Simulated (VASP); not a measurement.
These are TPSS meta-GGA, VASP's PBE PAW potentials (set 64) (plane waves; VASP 6.6.1) values and carry that method's errors.

VASP input:

POSCAR:
```
O atom
1
   12.0000000000     0.0000000000     0.0000000000
    0.0000000000    12.5000000000     0.0000000000
    0.0000000000     0.0000000000    13.0000000000
O
1
Direct
  0.0000000000   0.0000000000   0.0000000000
```

### KPOINTS
```
K-points
0
G
1 1 1
0 0 0
```

**INCAR**
```
ALGO = All
EDIFF = 1E-6
ENCUT = 520
ISMEAR = 0
ISPIN = 2
ISYM = 0
LASPH = .TRUE.
LCHARG = .FALSE.
LMIXTAU = .TRUE.
LORBIT = 10
LREAL = .FALSE.
LWAVE = .FALSE.
MAGMOM = 2
METAGGA = TPSS
NELM = 200
NUPDOWN = 2
PREC = Normal
SIGMA = 0.01
SYSTEM = O atom
```

POTCAR, in this order: O (PBE.64 set). Program: vasp_gam. Read from the step before: WAVECAR.

What VASP printed:

File OUTCAR:
```
 ion  position               nearest neighbor table
   1  0.000  0.000  0.000-
 Subroutine IBZKPT returns following result:
 Found      1 irreducible k-points:

 Following reciprocal coordinates:
            Coordinates               Weight
  0.000000  0.000000  0.000000      1.000000
   k-points           NKPTS =      1   k-points in BZ     NKDIM =      1   number of bands    NBANDS=      8
   number of dos      NEDOS =    301   number of ions     NIONS =      1
   total plane-waves  NPLWV = 392000
   dimension x,y,z NGX =    70 NGY =   70 NGZ =   80
   dimension x,y,z NGXF=   140 NGYF=  140 NGZF=  160
   ions per type =               1
   PREC   = normal    normal or accurate (medium, high low for compatibility)
   ISTART =      1    job   : 0-new  1-cont  2-samecut
   ICHARG =      0    charge: 1-file 2-atom 10-const
   ISPIN  =      2    spin polarized calculation?
   LNONCOLLINEAR =      F non collinear calculations
   LSORBIT =      F    spin-orbit coupling
   INIWAV =      1    electr: 0-lowe 1-rand  2-diag
   ENCUT  =  520.0 eV  38.22 Ry    6.18 a.u.  22.31 23.24 24.17*2*pi/ulx,y,z
   NELM   =    200;   NELMIN=  2; NELMDL=  0     # of ELM steps
   EDIFF  = 0.1E-05   stopping-criterion for ELM
   LREAL  =      F    real-space projection
...
```

OSZICAR:
```
       N       E                     dE             d eps       ncg     rms           ort
SDA:   1    -0.396878672053E+01   -0.39688E+01    0.00000E+00     8   0.496E-01   0.000E+00
CGA:   2    -0.398058097142E+01   -0.11794E-01   -0.11793E-01     8   0.300E-01  -0.206E-05
CGA:   3    -0.398964578344E+01   -0.90648E-02   -0.90771E-02     8   0.177E+00  -0.117E-03
SDA:   4    -0.421972778042E+01   -0.23008E+00   -0.23024E+00     8   0.887E+01   0.101E-01
CGA:   5    -0.439032709885E+01   -0.17060E+00   -0.98054E+00     8   0.202E+00   0.268E+00
CGA:   6    -0.449382462054E+01   -0.10350E+00   -0.10320E+00     8   0.834E-01   0.116E-02
CGA:   7    -0.451043967987E+01   -0.16615E-01   -0.16611E-01     8   0.136E-01   0.736E-04
CGA:   8    -0.451505328651E+01   -0.46136E-02   -0.46096E-02     8   0.245E-02   0.305E-04
CGA:   9    -0.451579601726E+01   -0.74273E-03   -0.74201E-03     8   0.684E-03   0.115E-04
CGA:  10    -0.451599629267E+01   -0.20028E-03   -0.19994E-03     8   0.122E-03   0.731E-05
CGA:  11    -0.451603786093E+01   -0.41568E-04   -0.42000E-04     8   0.269E-04  -0.463E-05
CGA:  12    -0.451604676328E+01   -0.89023E-05   -0.90583E-05     8   0.624E-05  -0.167E-05
CGA:  13    -0.451604895065E+01   -0.21874E-05   -0.22940E-05     8   0.150E-05  -0.849E-06
SDA:  14    -0.451604946697E+01   -0.51632E-06   -0.59887E-06     8   0.527E-06  -0.448E-06
   1 F= -.45160495E+01 E0= -.45160495E+01  d E =-.216798E-15  mag=     2.0000
```

### OUTCAR
```
------------------------ aborting loop because EDIFF is reached ----------------------------------------
  FORCE on cell =-STRESS in cart. coord.  units (eV):
  Direction    XX          YY          ZZ          XY          YZ          ZX
  --------------------------------------------------------------------------------------
  Total       -0.0679783     -0.0715760     -0.0690070     -0.0090587      0.0056491      0.0051279
  in kB       -0.0558530     -0.0588089     -0.0566982     -0.0074429      0.0046415      0.0042133
  external PRESSURE =      -0.0571200 kB  Pullay stress =       0.0000000 kB
  volume of cell :     1950.00
      direct lattice vectors                 reciprocal lattice vectors
    12.000000000  0.000000000  0.000000000     0.083333333  0.000000000  0.000000000
     0.000000000 12.500000000  0.000000000     0.000000000  0.080000000  0.000000000
     0.000000000  0.000000000 13.000000000     0.000000000  0.000000000  0.076923077
 POSITION                                       TOTAL-FORCE (eV/Angst)
 -----------------------------------------------------------------------------------
      0.00000      0.00000      0.00000         0.000000     -0.000000     -0.000000
 -----------------------------------------------------------------------------------
    total drift:                                0.000000     -0.000000     -0.000000
  FREE ENERGIE OF THE ION-ELECTRON SYSTEM (eV)
  ---------------------------------------------------
  free  energy   TOTEN  =        -4.5160494670 eV

  energy  without entropy=       -4.5160494670  energy(sigma->0) =       -4.51604947

 total charge

# of ion       s       p       d       tot
------------------------------------------
    1        1.598   2.930   0.000   4.528

 magnetization (x)

# of ion       s       p       d       tot
------------------------------------------
    1        0.011   1.517   0.000   1.528
```
(Selected blocks of OUTCAR.)

The atom may not be in its lowest state.

The cell is a free atom in a box.
